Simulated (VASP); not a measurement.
Consider the following.

```yaml
crystal:
  lattice:
    - [0.00000, 2.80700, 2.80700]
    - [2.80700, 0.00000, 2.80700]
    - [2.80700, 2.80700, 0.00000]
  atoms:
    - { symbol: Ba, position: [0.00000, 0.00000, 0.00000] }
    - { symbol: O, position: [0.50000, 0.50000, 0.50000] }
```

Computed with PBE GGA, VASP's PBE PAW potentials (set 64) (plane waves; VASP). Numerical set-up: 520 eV cut-off, 7×7×7 Γ-centred mesh, Gaussian smearing of 0.050 eV, potentials Ba_sv O.

Estimate the energy per atom (σ→0).

- energy per atom (σ→0): -5.905 eV/atom

The compound is BaO in the rock salt structure. It was relaxed first. The start is the result of an earlier pass.
